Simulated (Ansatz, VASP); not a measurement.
**Ge9H5 (Ge wire along [110], 36 atoms a period, H-terminated): VASP beside Ansatz**

Aim: how closely do two programs agree when they are given the same cell, functional and k mesh? The structure shown is the start of the Ansatz relaxation below; VASP solves that cell, so the two are compared at the walk's first step.

Calculated with Ansatz 0.2.0; plane waves, with VASP 6.6.1 beside it; single point at PBE.

## (1) Set-up

The cell holds 56 atoms: 20 H and 36 Ge. Its edges and angles: a = 24.441 Å, b = 23.603 Å, c = 4.073 Å, α = 90.0°, β = 90.0°, γ = 90.0°. Vacuum lies along a and b. The structure's axis is c.

## (2) Ansatz: relaxation, PBE

Ansatz runs on its PAW soft_1 files.

The two programs are compared at the cell with which this relaxation starts, whose forces are those of its first step.

File input.yaml:

```yaml
crystal:
  lattice:
    - [24.441, 0.0, 0.0]
    - [0.0, 23.603, 0.0]
    - [0.0, 0.0, 4.0729350596]
  atoms:
    - { symbol: H, position: [0.198027904, 0.683379527, 0.0] }
    - { symbol: H, position: [0.198027904, 0.402889573, 0.0] }
    - { symbol: Ge, position: [0.234878541, 0.456854521, 0.0] }
    - { symbol: Ge, position: [0.41163072, 0.370574492, 0.0] }
    - { symbol: Ge, position: [0.41163072, 0.715694609, 0.0] }
    - { symbol: H, position: [0.433697476, 0.855939586, 0.0] }
    - { symbol: H, position: [0.448481357, 0.144049485, 0.0] }
    - { symbol: Ge, position: [0.470548113, 0.284294462, 0.0] }
    - { symbol: Ge, position: [0.470548113, 0.456854521, 0.0] }
    - { symbol: Ge, position: [0.647300291, 0.370574492, 0.0] }
    - { symbol: Ge, position: [0.647300291, 0.715694609, 0.0] }
    - { symbol: H, position: [0.684150928, 0.144049485, 0.0] }
    - { symbol: Ge, position: [0.706217684, 0.284294462, 0.0] }
    - { symbol: Ge, position: [0.706217684, 0.456854521, 0.0] }
    - { symbol: H, position: [0.256945297, 0.284294462, 0.187268604] }
    - { symbol: H, position: [0.860903107, 0.54313455, 0.187268604] }
    - { symbol: H, position: [0.139110511, 0.54313455, 0.312731396] }
    - { symbol: H, position: [0.743068321, 0.284294462, 0.312731396] }
    - { symbol: Ge, position: [0.293795934, 0.284294462, 0.5] }
    - { symbol: Ge, position: [0.293795934, 0.629414579, 0.5] }
    - { symbol: Ge, position: [0.293795934, 0.456854521, 0.5] }
    - { symbol: H, position: [0.31586269, 0.144049485, 0.5] }
    - { symbol: H, position: [0.31586269, 0.769659556, 0.5] }
    - { symbol: Ge, position: [0.352713327, 0.198014433, 0.5] }
    - { symbol: Ge, position: [0.352713327, 0.370574492, 0.5] }
    - { symbol: Ge, position: [0.352713327, 0.54313455, 0.5] }
    - { symbol: Ge, position: [0.352713327, 0.715694609, 0.5] }
    - { symbol: Ge, position: [0.529465506, 0.284294462, 0.5] }
    - { symbol: Ge, position: [0.529465506, 0.629414579, 0.5] }
    - { symbol: Ge, position: [0.529465506, 0.456854521, 0.5] }
    - { symbol: Ge, position: [0.529465506, 0.801974638, 0.5] }
    - { symbol: H, position: [0.551532261, 0.144049485, 0.5] }
    - { symbol: H, position: [0.566316143, 0.855939586, 0.5] }
    - { symbol: Ge, position: [0.588382898, 0.198014433, 0.5] }
    - { symbol: Ge, position: [0.588382898, 0.370574492, 0.5] }
    - { symbol: Ge, position: [0.588382898, 0.54313455, 0.5] }
    - { symbol: Ge, position: [0.588382898, 0.715694609, 0.5] }
    - { symbol: Ge, position: [0.765135077, 0.629414579, 0.5] }
    - { symbol: Ge, position: [0.765135077, 0.456854521, 0.5] }
    - { symbol: H, position: [0.801985714, 0.683379527, 0.5] }
    - { symbol: H, position: [0.801985714, 0.402889573, 0.5] }
    - { symbol: Ge, position: [0.82405247, 0.54313455, 0.5] }
    - { symbol: H, position: [0.139110511, 0.54313455, 0.687268604] }
    - { symbol: H, position: [0.743068321, 0.284294462, 0.687268604] }
    - { symbol: H, position: [0.256945297, 0.284294462, 0.812731396] }
    - { symbol: H, position: [0.860903107, 0.54313455, 0.812731396] }
    - { symbol: Ge, position: [0.175961148, 0.54313455, 0.0] }
    - { symbol: Ge, position: [0.234878541, 0.629414579, 0.0] }
    - { symbol: Ge, position: [0.41163072, 0.198014433, 0.0] }
    - { symbol: Ge, position: [0.41163072, 0.54313455, 0.0] }
    - { symbol: Ge, position: [0.470548113, 0.629414579, 0.0] }
    - { symbol: Ge, position: [0.470548113, 0.801974638, 0.0] }
    - { symbol: Ge, position: [0.647300291, 0.198014433, 0.0] }
    - { symbol: Ge, position: [0.647300291, 0.54313455, 0.0] }
    - { symbol: H, position: [0.684150928, 0.769659556, 0.0] }
    - { symbol: Ge, position: [0.706217684, 0.629414579, 0.0] }
kpoints:
  mp_grid: { grid: [1, 1, 20] }
scf:
  occupations: { method: fermi_dirac, width: 0.05 }
hamiltonian:
  xc: pbe
  pseudopotentials: { kind: paw, azcp: { folder: soft_1 } }
relax:
  cell: { fix: [a, b, alpha, beta, gamma] }
  max_steps: 45
  f_tol: 0.03
```

Run with:

```console
ansatz run input.yaml --threads 16 --pin off --max-ram 61440MiB --backend cuda --events-out ev --progress --plain --runs-dir out --max-vram 78GiB
```

Numbers of over 12 decimals in the logs are rounded to 6 here.

Output:

```text
Engine: ansatz 0.2.0, aarch64-unknown-linux-gnu
Pseudopotentials: kind: paw
Pseudopotential: H, paw, valence charge 1, recommended cutoff 420 eV (normal), soft_1/H.paw.azcp
Pseudopotential: Ge, paw, valence charge 14, recommended cutoff 420 eV (normal), soft_1/Ge.paw.azcp
Functional definition: PBE
  parameter kappa = 0.804
  parameter beta = 0.066725
  exchange = pbe_x(kappa = kappa, mu = beta*pi^2/3)
  correlation = pbe_c(beta = beta)
[...]
Crystal: 56 atoms, lattice volume = 2349.599 Å³
Basis set: ecut = 420 eV, 45863 PW (Γ), exchange–correlation on 360×320×60 points (8 copies of the dense FFT grid, shifted against one another)
Bands: 318, of which v1, the nominal top of the filled ones, is band 262 counted from 1 (261 counted from 0)
Symmetry: 4 space group operations
Space group: Pma2 (ITA 28), of the structure as read, at distance tolerance 1.3e-4 Å
k-points: 11 of 20
Non-local potential: H, projectors of the file, l = 0: 2, l = 1: 1
Non-local potential: Ge, projectors of the file, l = 0: 2, l = 1: 2, l = 2: 3, l = 3: 1
PAW form: soft (Blöchl's): semilocal exchange-correlation on the pseudo side does not see the compensation charge
PAW one-centre angular grid: H, 110 points (default); XC on 64 Gauss nodes
PAW one-centre angular grid: Ge, 590 points (default); XC on 64 Gauss nodes
Initial density: superposition of atomic densities (neutral atoms: chi_scale 0, normalization atom)
Initial wavefunctions: pseudopotential atomic-orbital guess
[...]
Functional: x = pbe(κ = 0.804, μ = 0.219515), c = pbe(β = 0.066725)
SCF iter   1: F=—  HF=-154936.804103 eV  |F-HF|=—  |Δ(HF+E_count)|=         —  Δρ=3.26e-2  dr2=2.11e1  ethr=3.10e-3  ⟨swp⟩=6.0  Hψ=12932  notcnv=0  defer=156
preconditioner: auto → Resta (q_TF=auto, 2.125 Å⁻¹)  ε∞=1.6  [insulator: Δε(μ)=0.851 eV  Ē_g=21.768 eV  σ=0.050 eV  W_gap=1.00  n_scr=400 (ndim 8)  ℏωp=17.5 eV  f_vac=0.530  D(μ)=0.00/eV (n_scr^D=0)  ε∞_Penn≈1.6  vacuum switching on, ρ_ref=3.4e-2 e/Å³]
SCF iter   2: F=—  HF=-154932.771198 eV  |F-HF|=—  |Δ(HF+E_count)|=    4.03e0  Δρ=1.49e-2  dr2=5.79e0  ethr=3.10e-3  ⟨swp⟩=2.5  Hψ=4677  notcnv=0  defer=485
[...]
SCF iter  13: F=-154931.697087 eV  HF=-154931.697087 eV  |F-HF|=2.34e-8  |Δ(HF+E_count)|=   2.87e-7  Δρ=1.53e-6  dr2=8.73e-8  ethr=1.91e-11  ⟨swp⟩=2.7  Hψ=10467  notcnv=0
SCF 1 converged in 13 iterations: F = -154931.697087 eV  dr2 = 8.73e-8
  greatest PAW one-centre occupation: 0.998 electrons in one spin orbital (limit 2), on the Ge atom at site 12 (counted from 0), in its partial waves of l = 2
relax step   1: F+E_penalty+E_count = -154931.69708747 eV  Δ(F+E_penalty+E_count) = +0.000e0 eV  max|allowed force component| = 3.401e-1 eV/Å  Δτ_max = 0.0000 Å  P = -0.275 GPa  Ω = 2349.599 Å³  fix = [a, b, alpha, beta, gamma]  reactions: a -0.480, b -0.516 GPa  (13 SCF iters, dr2 threshold 1.00e-7 eV, accepted)
[...]
relax step   2: F+E_penalty+E_count = -154931.73765923 eV  Δ(F+E_penalty+E_count) = -4.057e-2 eV  max|allowed force component| = 3.236e-1 eV/Å  Δτ_max = 0.1727 Å  P = -0.050 GPa  Ω = 2409.593 Å³  energy of the carried Pulay correction = -8.780e-3 eV  fix = [a, b, alpha, beta, gamma]  reactions: a +0.114, b +0.126 GPa  (9 SCF iters, dr2 threshold 5.60e-6 eV, accepted)
[...]
relax step   3: F+E_penalty+E_count = -154931.90973602 eV  Δ(F+E_penalty+E_count) = -1.721e-1 eV  max|allowed force component| = 4.844e-2 eV/Å  Δτ_max = 0.0823 Å  P = -0.054 GPa  Ω = 2378.495 Å³  energy of the carried Pulay correction = -4.257e-3 eV  fix = [a, b, alpha, beta, gamma]  reactions: a -0.041, b -0.049 GPa  (8 SCF iters, dr2 threshold 5.60e-6 eV, accepted)
[...]
relax step   4: F+E_penalty+E_count = -154931.91254270 eV  Δ(F+E_penalty+E_count) = -2.807e-3 eV  max|allowed force component| = 1.184e-2 eV/Å  Δτ_max = 0.0073 Å  P = -0.010 GPa  Ω = 2375.548 Å³  energy of the carried Pulay correction = -3.825e-3 eV  fix = [a, b, alpha, beta, gamma]  reactions: a -0.011, b -0.009 GPa  (7 SCF iters, dr2 threshold 1.47e-7 eV, accepted)
[...]
relax step   5: F+E_penalty+E_count = -154931.91667464 eV  Δ(F+E_penalty+E_count) = -4.132e-3 eV  max|allowed force component| = 1.216e-2 eV/Å  Δτ_max = 0.0000 Å  P = -0.008 GPa  Ω = 2375.548 Å³  fix = [a, b, alpha, beta, gamma]  reactions: a -0.010, b -0.008 GPa  stress off target by 6.26e-3 GPa on what of the cell is left free  SCF on the basis re-selected at this cell (its energy is not comparable with the rows above)  (9 SCF iters)
[...]
--- Relaxed structure (4 steps of the walk, 4 accepted, 1 SCFs on fresh bases) ---
  F+E_penalty+E_count = -154931.91667464 eV   max|allowed force component| = 1.216e-2 eV/Å   (the final SCF, on the basis selected at the relaxed cell)
  cell:  # Å, volume = 2375.5483 Å³
    - [24.441, 0.0, 0.0]
    - [0.0, 23.603, 0.0]
    - [0.0, 0.0, 4.117918]
  atoms:
    - { symbol: H, position: [0.201401, 0.681729, 0] }
    - { symbol: H, position: [0.201355, 0.404444, 0] }
    - { symbol: Ge, position: [0.237942, 0.458489, 0] }
    - { symbol: Ge, position: [0.412117, 0.370978, 0] }
    - { symbol: Ge, position: [0.412262, 0.714851, 0] }
    - { symbol: H, position: [0.434641, 0.853232, 0] }
    - { symbol: H, position: [0.447792, 0.146512, 0] }
    - { symbol: Ge, position: [0.470950, 0.284962, 0] }
    - { symbol: Ge, position: [0.470887, 0.456996, 0] }
    - { symbol: Ge, position: [0.646053, 0.371013, 0] }
    - { symbol: Ge, position: [0.644983, 0.713379, 0] }
    - { symbol: H, position: [0.682076, 0.146281, 0] }
    - { symbol: Ge, position: [0.703317, 0.284825, 0] }
    - { symbol: Ge, position: [0.704750, 0.457028, 0] }
    - { symbol: H, position: [0.258456, 0.284808, 0.202644] }
    - { symbol: H, position: [0.858897, 0.542979, 0.201906] }
    - { symbol: H, position: [0.141103, 0.542979, 0.298094] }
    - { symbol: H, position: [0.741544, 0.284808, 0.297356] }
    - { symbol: Ge, position: [0.296683, 0.284825, 0.5] }
    - { symbol: Ge, position: [0.295102, 0.628846, 0.5] }
    - { symbol: Ge, position: [0.295250, 0.457028, 0.5] }
    - { symbol: H, position: [0.317924, 0.146281, 0.5] }
    - { symbol: H, position: [0.318190, 0.767337, 0.5] }
    - { symbol: Ge, position: [0.354795, 0.200078, 0.5] }
    - { symbol: Ge, position: [0.353947, 0.371013, 0.5] }
    - { symbol: Ge, position: [0.353803, 0.543015, 0.5] }
    - { symbol: Ge, position: [0.355017, 0.713379, 0.5] }
    - { symbol: Ge, position: [0.529050, 0.284962, 0.5] }
    - { symbol: Ge, position: [0.529099, 0.629006, 0.5] }
    - { symbol: Ge, position: [0.529113, 0.456996, 0.5] }
    - { symbol: Ge, position: [0.528254, 0.799558, 0.5] }
    - { symbol: H, position: [0.552208, 0.146512, 0.5] }
    - { symbol: H, position: [0.565359, 0.853232, 0.5] }
    - { symbol: Ge, position: [0.588900, 0.200380, 0.5] }
    - { symbol: Ge, position: [0.587883, 0.370978, 0.5] }
    - { symbol: Ge, position: [0.588035, 0.543030, 0.5] }
    - { symbol: Ge, position: [0.587738, 0.714851, 0.5] }
[...]
- { symbol: H, position: [0.798599, 0.681729, 0.5] }
    - { symbol: H, position: [0.798645, 0.404444, 0.5] }
[...]
- { symbol: H, position: [0.141103, 0.542979, 0.701906] }
    - { symbol: H, position: [0.741544, 0.284808, 0.702644] }
    - { symbol: H, position: [0.258456, 0.284808, 0.797356] }
    - { symbol: H, position: [0.858897, 0.542979, 0.798094] }
[...]
- { symbol: Ge, position: [0.237877, 0.627604, 0] }
    - { symbol: Ge, position: [0.411100, 0.200380, 0] }
    - { symbol: Ge, position: [0.411965, 0.543030, 0] }
    - { symbol: Ge, position: [0.470901, 0.629006, 0] }
    - { symbol: Ge, position: [0.471746, 0.799558, 0] }
    - { symbol: Ge, position: [0.645205, 0.200078, 0] }
    - { symbol: Ge, position: [0.646197, 0.543015, 0] }
    - { symbol: H, position: [0.681810, 0.767337, 0] }
    - { symbol: Ge, position: [0.704898, 0.628846, 0] }
```

The column dr2 measures how far the density is from self-consistency, as an energy; F and HF (Harris–Foulkes) agree once it is small.

[end of part 1 of 2]

[Lines on the potential files, build, host, timing and source positions are cut from VASP's logs without a mark.]

[Logs are printed without paths, hosts, clocks, repeated set-up lines and the standing remarks that a program may print on its own settings, such as how far it seeks lower states.]

[Hosts, paths, dates, database ids (printed as entryN), source tags and the programs' standing remarks are cut or masked in the printed files.]
